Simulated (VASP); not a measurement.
Output of a VASP run:

File OUTCAR:
```
 ion  position               nearest neighbor table
   1  0.500  0.000  0.000-  54 2.10  61 2.11  59 2.12  46 2.12  62 2.12  63 2.12  15 3.00  23 3.00
                            24 3.00  31 3.00   2 3.00   3 3.00   5 3.00   7 3.00   8 3.00  13 3.00
   2  0.750  0.250  0.000-  54 2.08  33 2.11  44 2.12  42 2.12  62 2.12  55 2.15   6 3.00  24 3.00
                            25 3.00  29 3.00   3 3.00   4 3.00   1 3.00  13 3.00  14 3.00  16 3.00
   3  0.750  0.000  0.250-  33 2.08  37 2.12  38 2.12  46 2.12  49 2.12  62 2.12  18 2.99   1 3.00
                            19 3.00  22 3.00  26 3.00   2 3.00   4 3.00   7 3.00  11 3.00  12 3.00
   4  0.000  0.000  0.000-  38 2.12  44 2.12  53 2.12  56 2.12  62 2.12  63 2.12  15 3.00  16 3.00
                            23 3.00  26 3.00  29 3.00  32 3.00   2 3.00   3 3.00   5 3.00   7 3.00
   5  0.250  0.250  0.000-  44 2.12  50 2.12  63 2.12  36 2.13  60 2.14  54 2.16   9 2.96   6 2.98
                            24 3.00  29 3.00  30 3.00   1 3.00   8 3.00   4 3.00  14 3.00  16 3.00
   6  0.499  0.498  0.004-  55 2.09  60 2.10  64 2.10  54 2.13  61 2.15  51 2.15   9 2.93   5 2.98
                            10 2.99  18 3.00   2 3.00  15 3.00  24 3.01  30 3.02   7 3.02  25 3.03
   7  0.750  0.750  0.000-  55 2.10  61 2.12  56 2.12  52 2.12  62 2.12  37 2.17  10 2.98  18 2.99
                            26 3.00  31 3.00  32 3.00   4 3.00   1 3.00  13 3.00  14 3.00   3 3.00
   8  0.250  0.000  0.250-  45 2.09  36 2.11  38 2.12  46 2.12  57 2.12  63 2.12   9 2.99  19 3.00
                            20 3.00  26 3.00  28 3.00   4 3.00   5 3.00   1 3.00  11 3.00  15 3.00
   9  0.494  0.255  0.248-  36 2.03  64 2.13  54 2.13  33 2.16  46 2.16  39 2.19   6 2.93   5 2.96
                            20 2.98   8 2.99  17 3.00  21 3.01   1 3.02   2 3.03  10 3.03  11 3.04
  10  0.749  0.505  0.252-  37 2.09  64 2.10  40 2.11  34 2.13  55 2.14  33 2.21  18 2.94  22 2.96
                            26 2.98   7 2.98   6 2.99  27 2.99  14 3.01  12 3.02  21 3.03   9 3.03
  11  0.500  0.000  0.500-  39 2.09  48 2.10  46 2.12  49 2.12  57 2.12  59 2.12  18 2.99  23 3.00
                            24 3.00  28 3.00  31 3.00   8 3.00  12 3.00  13 3.00   3 3.00  20 3.00
  12  0.750  0.250  0.500-  40 2.11  35 2.12  42 2.12  49 2.12  33 2.13  39 2.14  25 3.00  27 3.00
                            29 3.00   3 3.00  11 3.00  13 3.00  16 3.00  19 3.00  24 3.00  10 3.02
  13  0.750  0.000  0.750-  42 2.12  49 2.12  52 2.12  53 2.12  59 2.12  62 2.12  19 3.00  22 3.00
                            24 3.00  29 3.00  31 3.00  32 3.00   1 3.00   2 3.00   4 3.00   7 3.00
  14  0.000  0.500  0.000-  34 2.12  43 2.12  44 2.12  56 2.12  60 2.14  55 2.17  17 3.00  26 3.00
                            29 3.00  30 3.00  32 3.00   5 3.00   7 3.00  15 3.00  16 3.00   2 3.00
  15  0.250  0.750  0.000-  45 2.09  60 2.10  58 2.12  56 2.12  63 2.12  61 2.12  17 3.00  30 3.00
                            31 3.00  32 3.00   4 3.00   8 3.00  14 3.00   1 3.00  23 3.00  26 3.00
  16  0.000  0.250  0.250-  34 2.12  35 2.12  38 2.12  44 2.12  33 2.14  36 2.17  14 3.00  19 3.00
                            20 3.00  27 3.00   2 3.00   3 3.00   4 3.00   5 3.00   8 3.00  12 3.00
  17  0.244  0.506  0.255-  47 2.06  34 2.08  45 2.11  60 2.18  36 2.18  64 2.19  26 2.93  27 2.94
                            28 2.94  21 2.99  14 3.00  15 3.00  16 3.00  20 3.00   9 3.00  18 3.02
  18  0.504  0.749  0.253-  64 2.06  48 2.07  37 2.07  45 2.12  46 2.13  61 2.17  10 2.94  22 2.96
                             3 2.99  21 2.99  11 2.99   7 2.99   6 3.00  28 3.01  17 3.02   1 3.02
  19  0.000  0.000  0.500-  35 2.12  38 2.12  41 2.12  49 2.12  53 2.12  57 2.12  22 3.00  23 3.00
                            26 3.00  28 3.00  29 3.00  32 3.00   3 3.00   8 3.00  12 3.00  13 3.00
  20  0.250  0.250  0.500-  39 2.10  36 2.12  35 2.12  50 2.12  57 2.12  47 2.15   9 2.98  21 2.98
                            27 3.00  29 3.00  30 3.00  11 3.00  16 3.00  19 3.00   8 3.00  23 3.00
  21  0.495  0.501  0.503-  51 2.10  47 2.11  48 2.14  64 2.14  39 2.17  40 2.21  30 2.95  28 2.96
                            20 2.98  31 2.98  18 2.99  17 2.99  24 2.99   9 3.01  25 3.01  22 3.02
  22  0.750  0.750  0.500-  37 2.08  48 2.08  41 2.12  49 2.12  52 2.12  40 2.13  10 2.96  18 2.96
                            27 3.00  31 3.00  32 3.00  11 3.00  13 3.00   3 3.00  19 3.00  25 3.00
  23  0.250  0.000  0.750-  50 2.12  53 2.12  57 2.12  58 2.12  59 2.12  63 2.12  20 3.00  24 3.00
                            28 3.00  29 3.00  31 3.00  32 3.00   1 3.00   4 3.00   5 3.00  11 3.00
  24  0.500  0.250  0.750-  39 2.07  54 2.10  50 2.12  51 2.12  42 2.12  59 2.12  21 2.99   1 3.00
                            23 3.00  25 3.00  30 3.00   2 3.00   5 3.00  11 3.00  12 3.00  13 3.00
  25  0.750  0.500  0.750-  55 2.12  43 2.12  51 2.12  52 2.12  42 2.12  40 2.13  27 3.00  29 3.00
                            31 3.00  32 3.00   2 3.00   7 3.00  12 3.00  14 3.00  22 3.00  24 3.00
  26  0.000  0.750  0.250-  34 2.12  38 2.12  41 2.12  56 2.12  37 2.14  45 2.15  17 2.93  10 2.98
                            19 3.00  22 3.00  27 3.00  28 3.00   7 3.00   8 3.00   3 3.00  14 3.00
  27  0.000  0.500  0.500-  40 2.08  47 2.10  34 2.12  41 2.12  43 2.12  35 2.12  17 2.94  10 2.99
                            28 3.00  29 3.00  30 3.00  32 3.00  16 3.00  12 3.00  20 3.00  22 3.00
  28  0.250  0.750  0.500-  47 2.09  41 2.12  57 2.12  58 2.12  45 2.16  48 2.16  17 2.94  21 2.96
                            30 3.00  31 3.00  32 3.00   8 3.00  19 3.00  11 3.00  23 3.00  26 3.00
  29  0.000  0.250  0.750-  35 2.12  42 2.12  43 2.12  44 2.12  50 2.12  53 2.12  19 3.00  20 3.00
                            23 3.00  25 3.00  27 3.00  30 3.00   2 3.00   4 3.00   5 3.00  12 3.00
  30  0.250  0.500  0.750-  60 2.11  50 2.12  51 2.12  58 2.12  43 2.12  47 2.14  21 2.95  28 3.00
                            29 3.00  31 3.00  32 3.00  14 3.00  15 3.00  20 3.00   5 3.00  24 3.00
  31  0.500  0.750  0.750-  61 2.09  52 2.12  58 2.12  59 2.12  51 2.12  48 2.15  21 2.98  23 3.00
                            25 3.00  28 3.00  30 3.00   7 3.00  11 3.00  13 3.00  15 3.00   1 3.00
  32  0.000  0.750  0.750-  41 2.12  43 2.12  52 2.12  53 2.12  56 2.12  58 2.12  22 3.00  23 3.00
                            25 3.00  27 3.00  28 3.00  30 3.00   4 3.00   7 3.00  13 3.00  14 3.00
  33  0.748  0.245  0.249-   3 2.08   2 2.11  12 2.13  16 2.14   9 2.16  10 2.21
  34  0.000  0.500  0.250-  17 2.08  16 2.12  14 2.12  26 2.12  27 2.12  10 2.13
  35  0.000  0.250  0.500-  12 2.12  16 2.12  19 2.12  20 2.12  27 2.12  29 2.12
  36  0.255  0.249  0.250-   9 2.03   8 2.11  20 2.12   5 2.13  16 2.17  17 2.18
  37  0.748  0.751  0.255-  18 2.07  22 2.08  10 2.09   3 2.12  26 2.14   7 2.17
  38  0.000  0.000  0.250-   3 2.12   4 2.12   8 2.12  16 2.12  19 2.12  26 2.12
  39  0.498  0.246  0.506-  24 2.07  11 2.09  20 2.10  12 2.14  21 2.17   9 2.19
  40  0.755  0.499  0.500-  27 2.08  10 2.11  12 2.11  25 2.13  22 2.13  21 2.21
  41  0.000  0.750  0.500-  19 2.12  22 2.12  26 2.12  27 2.12  28 2.12  32 2.12
  42  0.750  0.250  0.750-   2 2.12  12 2.12  13 2.12  24 2.12  25 2.12  29 2.12
  43  0.000  0.500  0.750-  14 2.12  25 2.12  27 2.12  29 2.12  30 2.12  32 2.12
  44  0.000  0.250  0.000-   2 2.12   4 2.12   5 2.12  14 2.12  16 2.12  29 2.12
  45  0.254  0.753  0.246-  15 2.09   8 2.09  17 2.11  18 2.12  26 2.15  28 2.16
  46  0.500  0.000  0.250-   1 2.12   3 2.12   8 2.12  11 2.12  18 2.13   9 2.16
  47  0.247  0.503  0.498-  17 2.06  28 2.09  27 2.10  21 2.11  30 2.14  20 2.15
...
```

File OSZICAR:
```
...
DAV:   1    -0.378674431195E+03    0.62991E-03   -0.18579E+00   736   0.397E+00    0.224E-01
RMM:   2    -0.378677871210E+03   -0.34400E-02   -0.36096E-02   640   0.523E-01    0.174E-01
RMM:   3    -0.378677916579E+03   -0.45368E-04   -0.22194E-03   640   0.134E-01    0.169E-01
RMM:   4    -0.378677718004E+03    0.19857E-03   -0.11021E-03   643   0.637E-02    0.129E-01
RMM:   5    -0.378677412376E+03    0.30563E-03   -0.12523E-03   648   0.579E-02    0.454E-02
RMM:   6    -0.378677487241E+03   -0.74865E-04   -0.12182E-04   543   0.223E-02    0.545E-02
RMM:   7    -0.378677516388E+03   -0.29147E-04   -0.71707E-05   429   0.126E-02    0.419E-02
RMM:   8    -0.378677528711E+03   -0.12323E-04   -0.16166E-04   489   0.178E-02    0.154E-02
RMM:   9    -0.378677531348E+03   -0.26372E-05   -0.37254E-05   433   0.101E-02
   7 F= -.37867753E+03 E0= -.37867753E+03  d E =-.113060E-01  mag=     1.0000
       N       E                     dE             d eps       ncg     rms          rms(c)
DAV:   1    -0.378679205909E+03   -0.16772E-02   -0.11545E+00   704   0.312E+00    0.180E-01
RMM:   2    -0.378681434802E+03   -0.22289E-02   -0.22806E-02   640   0.414E-01    0.153E-01
RMM:   3    -0.378681514855E+03   -0.80052E-04   -0.14580E-03   640   0.107E-01    0.153E-01
RMM:   4    -0.378681407569E+03    0.10729E-03   -0.77894E-04   643   0.517E-02    0.119E-01
RMM:   5    -0.378681138175E+03    0.26939E-03   -0.12398E-03   656   0.548E-02    0.381E-02
RMM:   6    -0.378681219670E+03   -0.81494E-04   -0.91931E-05   514   0.202E-02    0.483E-02
RMM:   7    -0.378681243378E+03   -0.23708E-04   -0.83547E-05   429   0.129E-02    0.334E-02
RMM:   8    -0.378681252418E+03   -0.90401E-05   -0.11385E-04   467   0.150E-02    0.123E-02
RMM:   9    -0.378681254498E+03   -0.20802E-05   -0.13669E-05   389   0.643E-03
   8 F= -.37868125E+03 E0= -.37868125E+03  d E =-.372315E-02  mag=     1.0000
       N       E                     dE             d eps       ncg     rms          rms(c)
DAV:   1    -0.378681175914E+03    0.76504E-04   -0.33077E-01   704   0.167E+00    0.950E-02
RMM:   2    -0.378681810755E+03   -0.63484E-03   -0.65510E-03   640   0.222E-01    0.786E-02
RMM:   3    -0.378681829797E+03   -0.19043E-04   -0.41087E-04   640   0.571E-02    0.778E-02
RMM:   4    -0.378681794736E+03    0.35061E-04   -0.22971E-04   597   0.286E-02    0.577E-02
RMM:   5    -0.378681732664E+03    0.62072E-04   -0.25940E-04   593   0.257E-02    0.188E-02
RMM:   6    -0.378681752724E+03   -0.20060E-04   -0.23841E-05   409   0.100E-02    0.239E-02
RMM:   7    -0.378681757967E+03   -0.52434E-05   -0.18244E-05   381   0.632E-03
   9 F= -.37868176E+03 E0= -.37868176E+03  d E =-.422662E-02  mag=     1.0000
       N       E                     dE             d eps       ncg     rms          rms(c)
DAV:   1    -0.378682286329E+03   -0.53361E-03   -0.49160E-01   680   0.205E+00    0.123E-01
RMM:   2    -0.378683298705E+03   -0.10124E-02   -0.10090E-02   640   0.277E-01    0.116E-01
RMM:   3    -0.378683343915E+03   -0.45210E-04   -0.63348E-04   640   0.709E-02    0.116E-01
RMM:   4    -0.378683290064E+03    0.53852E-04   -0.38275E-04   624   0.365E-02    0.885E-02
RMM:   5    -0.378683162176E+03    0.12789E-03   -0.55807E-04   636   0.368E-02    0.266E-02
RMM:   6    -0.378683191517E+03   -0.29340E-04   -0.42355E-05   457   0.136E-02    0.328E-02
RMM:   7    -0.378683202959E+03   -0.11442E-04   -0.36672E-05   412   0.902E-03    0.229E-02
RMM:   8    -0.378683205883E+03   -0.29244E-05   -0.34756E-05   405   0.831E-03
  10 F= -.37868321E+03 E0= -.37868321E+03  d E =-.144792E-02  mag=     1.0000
```

**OUTCAR**
```
------------------------ aborting loop because EDIFF is reached ----------------------------------------
  FORCE on cell =-STRESS in cart. coord.  units (eV):
  Direction    XX          YY          ZZ          XY          YZ          ZX
  --------------------------------------------------------------------------------------
  Total      -14.8424582    -14.8782748    -14.9184539      2.1303002      1.8392640     -1.9916684
  in kB      -38.9009406    -38.9948130    -39.1001195      5.5833529      4.8205694     -5.2200095
  external PRESSURE =     -38.9986244 kB  Pullay stress =       0.0000000 kB
  volume of cell :      611.30
      direct lattice vectors                 reciprocal lattice vectors
     8.486959016  0.000000000  0.000000000     0.117827834  0.000000000  0.000000000
     0.000000000  8.486959016  0.000000000     0.000000000  0.117827834  0.000000000
     0.000000000  0.000000000  8.486959016     0.000000000  0.000000000  0.117827834
  FREE ENERGIE OF THE ION-ELECTRON SYSTEM (eV)
  ---------------------------------------------------
  free  energy   TOTEN  =      -378.6832058832 eV

  energy  without entropy=     -378.6832058832  energy(sigma->0) =     -378.68320588

 total charge

# of ion       s       p       d       tot
------------------------------------------
    1        0.145   0.174   0.076   0.395
    2        0.144   0.173   0.075   0.391
    3        0.145   0.174   0.076   0.394
    4        0.144   0.173   0.075   0.392
    5        0.144   0.173   0.075   0.392
    6        0.148   0.177   0.075   0.399
    7        0.144   0.173   0.075   0.391
    8        0.145   0.174   0.076   0.394
    9        0.148   0.176   0.075   0.399
   10        0.148   0.176   0.075   0.399
   11        0.145   0.174   0.076   0.394
   12        0.144   0.173   0.075   0.391
   13        0.144   0.173   0.075   0.392
   14        0.145   0.174   0.076   0.395
   15        0.143   0.172   0.075   0.390
   16        0.145   0.174   0.076   0.394
   17        0.148   0.176   0.075   0.399
   18        0.148   0.176   0.075   0.399
   19        0.144   0.173   0.075   0.393
   20        0.144   0.173   0.075   0.391
   21        0.148   0.177   0.075   0.399
   22        0.144   0.173   0.075   0.391
   23        0.144   0.173   0.075   0.392
   24        0.145   0.174   0.076   0.395
   25        0.145   0.174   0.076   0.394
   26        0.145   0.174   0.076   0.394
   27        0.145   0.174   0.076   0.395
   28        0.144   0.173   0.075   0.391
   29        0.144   0.173   0.075   0.393
   30        0.145   0.174   0.076   0.394
   31        0.145   0.174   0.076   0.395
   32        0.144   0.173   0.075   0.392
   33        1.567   3.552   0.000   5.120
   34        1.565   3.569   0.000   5.134
   35        1.565   3.566   0.000   5.131
   36        1.566   3.571   0.000   5.137
   37        1.566   3.571   0.000   5.137
   38        1.566   3.566   0.000   5.132
   39        1.567   3.554   0.000   5.122
   40        1.567   3.553   0.000   5.121
   41        1.565   3.566   0.000   5.131
   42        1.565   3.566   0.000   5.132
   43        1.566   3.567   0.000   5.133
   44        1.565   3.566   0.000   5.131
   45        1.567   3.552   0.000   5.120
   46        1.565   3.568   0.000   5.133
   47        1.566   3.571   0.000   5.137
   48        1.566   3.570   0.000   5.136
...
```
(Selected blocks of OUTCAR.)

File POSCAR:
```
Mg32NO31
1
    8.4869590160     0.0000000000     0.0000000000
    0.0000000000     8.4869590160    -0.0000000000
   -0.0000000000    -0.0000000000     8.4869590160
Mg O N
32 31 1
Direct
  0.5000000000   0.0000000000   0.0000000000
  0.7500000000   0.2500000000   0.0000000000
  0.7500000000   0.0000000000   0.2500000000
  0.0000000000   0.0000000000   0.0000000000
  0.2500000000   0.2500000000   0.0000000000
  0.4988390000   0.4982770000   0.0037310000
  0.7500000000   0.7500000000   0.0000000000
  0.2500000000   0.0000000000   0.2500000000
  0.4941620000   0.2546850000   0.2482680000
  0.7493760000   0.5048510000   0.2516900000
  0.5000000000   0.0000000000   0.5000000000
  0.7500000000   0.2500000000   0.5000000000
  0.7500000000   0.0000000000   0.7500000000
  0.0000000000   0.5000000000   0.0000000000
  0.2500000000   0.7500000000   0.0000000000
  0.0000000000   0.2500000000   0.2500000000
  0.2443820000   0.5055230000   0.2553200000
  0.5036170000   0.7486570000   0.2525100000
  0.0000000000   0.0000000000   0.5000000000
  0.2500000000   0.2500000000   0.5000000000
  0.4950730000   0.5010400000   0.5026960000
  0.7500000000   0.7500000000   0.5000000000
  0.2500000000   0.0000000000   0.7500000000
  0.5000000000   0.2500000000   0.7500000000
  0.7500000000   0.5000000000   0.7500000000
  0.0000000000   0.7500000000   0.2500000000
  0.0000000000   0.5000000000   0.5000000000
  0.2500000000   0.7500000000   0.5000000000
  0.0000000000   0.2500000000   0.7500000000
  0.2500000000   0.5000000000   0.7500000000
  0.5000000000   0.7500000000   0.7500000000
  0.0000000000   0.7500000000   0.7500000000
  0.7480000000   0.2447740000   0.2486490000
  0.0000000000   0.5000000000   0.2500000000
  0.0000000000   0.2500000000   0.5000000000
  0.2554040000   0.2487850000   0.2503520000
  0.7475970000   0.7505300000   0.2555000000
  0.0000000000   0.0000000000   0.2500000000
  0.4976840000   0.2457110000   0.5056430000
  0.7550720000   0.4988180000   0.4996250000
  0.0000000000   0.7500000000   0.5000000000
  0.7500000000   0.2500000000   0.7500000000
  0.0000000000   0.5000000000   0.7500000000
  0.0000000000   0.2500000000   0.0000000000
  0.2535760000   0.7534970000   0.2458100000
  0.5000000000   0.0000000000   0.2500000000
  0.2468240000   0.5034900000   0.4979880000
  0.5044750000   0.7523940000   0.4961360000
  0.7500000000   0.0000000000   0.5000000000
  0.2500000000   0.2500000000   0.7500000000
  0.5000000000   0.5000000000   0.7500000000
  0.7500000000   0.7500000000   0.7500000000
  0.0000000000   0.0000000000   0.7500000000
  0.5043980000   0.2474750000   0.9972650000
  0.7449030000   0.5031700000   0.9992340000
  0.0000000000   0.7500000000   0.0000000000
  0.2500000000   0.0000000000   0.5000000000
  0.2500000000   0.7500000000   0.7500000000
  0.5000000000   0.0000000000   0.7500000000
  0.2519200000   0.5025390000   0.9989070000
  0.5001940000   0.7514200000   0.9966850000
  0.7500000000   0.0000000000   0.0000000000
  0.2500000000   0.0000000000   0.0000000000
  0.5024760000   0.5053850000   0.2512110000
```

Task: Reconstruct the remaining input files.

Result: Several could match; the one computed here: the input of the run itself, PBE GGA, plane waves, VASP's PBE PAW potentials (set 64).

KPOINTS:
```
kpoints
0
gamma
1 1 1
0 0 0
```

**INCAR**
```
ALGO  =  Fast
EDIFF  =  1E-5
EDIFFG  =  -0.03
ENCUT  =  400
GGA  =  PE
IBRION  =  2
ISIF  =  2
ISMEAR  =  0
ISPIN  =  2
ISYM  =  0
LASPH  =  .TRUE.
LCHARG  =  .FALSE.
LORBIT  =  10
LREAL  =  Auto
LWAVE  =  .TRUE.
MAGMOM  =  64*0.0156
NELM  =  100
NELMIN  =  4
NSW  =  60
NUPDOWN  =  1
PREC  =  Normal
SIGMA  =  0.05
SYSTEM  =  Mg32NO31
```

POTCAR, in this order: Mg O N (PBE.64 set). Program: vasp_gam.

At this cut-off the stress carries a Pulay error, which pulls relaxed volumes low. The supercell is sampled at Γ alone, which is coarse: total energies, pressure and levels can be off, energies of defects by several tenths of an eV.

The cell is a supercell with a defect, built from MgO (rock salt): N_O.
